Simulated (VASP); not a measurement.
These are PBEsol GGA, VASP's PBE PAW potentials (set 64) (plane waves; VASP) values and carry that method's errors.

The input files of a VASP run:

**INCAR**
```
SYSTEM = TaSi2
PREC = Accurate; ENCUT = 400; LREAL = .FALSE.
LASPH = .TRUE.
EDIFF = 1E-7; NELM = 100; ALGO = Normal
LMAXMIX = 6
ISMEAR = -5
GGA = PS
ISIF = 2
LWAVE = .FALSE.; LCHARG = .TRUE.; LORBIT = 11
NEDOS = 601
```

**KPOINTS**
```
Automatic mesh
0
Gamma
8 8 5
0 0 0
```

### POSCAR
```
TaSi2
1
    4.7590286397    -0.0000000000     0.0000000000
   -2.3795143199     4.1214392752     0.0000000000
    0.0000000000     0.0000000000     6.5648397493
Si Ta
6 3
Direct
  0.1594158874   0.3188317749   0.5000000000
  0.8405841126   0.1594158874   0.8333330000
  0.6811682251   0.8405841126   0.1666670000
  0.8405841126   0.6811682251   0.5000000000
  0.1594158874   0.8405841126   0.8333330000
  0.3188317749   0.1594158874   0.1666670000
  0.5000000000   0.0000000000   0.5000000000
  0.5000000000   0.5000000000   0.8333330000
  0.0000000000   0.5000000000   0.1666670000
```

POTCAR, in this order: Si Ta_pv (PBE.64 set). Program: vasp_std.

The resulting files:

OSZICAR:
```
       N       E                     dE             d eps       ncg     rms          rms(c)
DAV:   1     0.335041352991E+03    0.33504E+03   -0.24771E+04  2072   0.129E+03
DAV:   2    -0.618439616478E+02   -0.39689E+03   -0.39147E+03  2370   0.347E+02
DAV:   3    -0.793225117395E+02   -0.17479E+02   -0.17179E+02  2590   0.641E+01
DAV:   4    -0.796557536138E+02   -0.33324E+00   -0.33007E+00  2504   0.909E+00
DAV:   5    -0.796626748907E+02   -0.69213E-02   -0.69221E-02  2622   0.122E+00    0.328E+01
DAV:   6    -0.776607431094E+02    0.20019E+01   -0.84395E+00  2504   0.139E+01    0.152E+01
DAV:   7    -0.773895213423E+02    0.27122E+00   -0.51790E-01  2536   0.391E+00    0.426E+00
DAV:   8    -0.773623052562E+02    0.27216E-01   -0.46686E-02  2556   0.106E+00    0.467E-01
DAV:   9    -0.773615214490E+02    0.78381E-03   -0.29026E-03  2576   0.316E-01    0.237E-01
DAV:  10    -0.773614158055E+02    0.10564E-03   -0.41320E-04  2572   0.125E-01    0.567E-02
DAV:  11    -0.773614028309E+02    0.12975E-04   -0.42295E-05  2592   0.351E-02    0.108E-02
DAV:  12    -0.773614024466E+02    0.38428E-06   -0.33101E-06  2596   0.918E-03    0.374E-03
DAV:  13    -0.773614022651E+02    0.18154E-06   -0.41710E-07  2320   0.283E-03    0.142E-03
DAV:  14    -0.773614021974E+02    0.67708E-07   -0.33077E-08  1590   0.103E-03
   1 F= -.77361402E+02 E0= -.77361402E+02  d E =0.000000E+00
```

**OUTCAR**
```
------------------------ aborting loop because EDIFF is reached ----------------------------------------
  FORCE on cell =-STRESS in cart. coord.  units (eV):
  Direction    XX          YY          ZZ          XY          YZ          ZX
  --------------------------------------------------------------------------------------
  Total        0.2049959      0.2049958     -0.2059702     -0.0000000      0.0000000      0.0000000
  in kB        2.5507291      2.5507286     -2.5628526     -0.0000000      0.0000000      0.0000000
  external PRESSURE =       0.8462017 kB  Pullay stress =       0.0000000 kB
  volume of cell :      128.76
      direct lattice vectors                 reciprocal lattice vectors
     4.759028640  0.000000000  0.000000000     0.210126914  0.121316843  0.000000000
    -2.379514320  4.121439275  0.000000000     0.000000000  0.242633685  0.000000000
     0.000000000  0.000000000  6.564839749     0.000000000  0.000000000  0.152326643
 POSITION                                       TOTAL-FORCE (eV/Angst)
 -----------------------------------------------------------------------------------
     -0.00000      1.31405      3.28242         0.000000     -0.009128      0.000000
      3.62103      0.65702      5.47070         0.007905     -0.004564     -0.000000
      1.24152      3.46442      1.09414         0.007905      0.004564     -0.000000
      2.37951      2.80739      3.28242        -0.000000      0.009128      0.000000
     -1.24152      3.46442      5.47070        -0.007905      0.004564     -0.000000
      1.13800      0.65702      1.09414        -0.007905     -0.004564     -0.000000
      2.37951      0.00000      3.28242        -0.000000      0.000000      0.000000
      1.18976      2.06072      5.47070        -0.000000      0.000000     -0.000000
     -1.18976      2.06072      1.09414        -0.000000      0.000000      0.000000
 -----------------------------------------------------------------------------------
    total drift:                               -0.000000      0.000000     -0.000890
  FREE ENERGIE OF THE ION-ELECTRON SYSTEM (eV)
  ---------------------------------------------------
  free  energy   TOTEN  =       -77.3614021974 eV

  energy  without entropy=      -77.3614021974  energy(sigma->0) =      -77.36140220

 total charge

# of ion       s       p       d       tot
------------------------------------------
    1        0.753   0.888   0.000   1.641
    2        0.753   0.888   0.000   1.641
    3        0.753   0.888   0.000   1.641
    4        0.753   0.888   0.000   1.641
    5        0.753   0.888   0.000   1.641
    6        0.753   0.888   0.000   1.641
    7        0.290   6.199   2.552   9.041
    8        0.290   6.199   2.552   9.041
    9        0.290   6.199   2.552   9.041
--------------------------------------------------
tot          5.386  23.928   7.656  36.970
```
(Selected blocks of OUTCAR.)

File OUTCAR:
```
 val. band max:        9.3284209034   @ k =   0.3750  -0.0000   0.4000

 cond. band min:       9.3700832105   @ k =   0.5000   0.0000   0.0000


 Fermi energy:         9.3503736971

 k-point     1 :       0.0000    0.0000    0.0000
  band No.  band energies     occupation
      1     -24.9043      2.00000
      2     -24.9042      2.00000
      3     -24.8967      2.00000
      4     -24.8256      2.00000
      5     -24.8255      2.00000
      6     -24.7336      2.00000
      7     -24.7227      2.00000
      8     -24.7184      2.00000
      9     -24.7183      2.00000
     10      -4.0645      2.00000
     11      -0.7272      2.00000
     12      -0.7272      2.00000
     13       2.7817      2.00000
     14       3.4923      2.00000
     15       3.4923      2.00000
     16       3.4929      2.00000
     17       3.4930      2.00000
     18       4.6023      2.00000
     19       5.4778      2.00000
     20       5.4779      2.00000
     21       5.8629      2.00000
     22       6.8322      2.00000
     23       6.8322      2.00000
     24       6.8749      2.00000
     25       6.8749      2.00000
     26       6.9985      2.00000
     27       7.1713      2.00000
     28       7.1714      2.00000
     29       7.9094      2.00000
     30      10.0769      0.00000
     31      12.4088      0.00000
     32      12.4088      0.00000
     33      12.9097      0.00000
     34      12.9983      0.00000

 k-point     2 :       0.1250    0.0000    0.0000
  band No.  band energies     occupation
      1     -24.9235      2.00000
      2     -24.9072      2.00000
      3     -24.8789      2.00000
      4     -24.8277      2.00000
      5     -24.8238      2.00000
      6     -24.7361      2.00000
      7     -24.7232      2.00000
      8     -24.7218      2.00000
      9     -24.7108      2.00000
     10      -3.9092      2.00000
     11      -0.6312      2.00000
     12      -0.6043      2.00000
     13       1.8881      2.00000
     14       2.6170      2.00000
...
```

For a metal the tetrahedron method with Blöchl corrections gives inexact stress and forces. Unless said otherwise, spin-orbit coupling is left out, though it shifts the bands of the heavy elements here.

The structure comes from a measured TaSi2 entry (P6_222) of the Crystallography Open Database, whose conditions weren't checked. It was relaxed first. The electron count is odd and the run is not spin-polarised, which forces a metal.
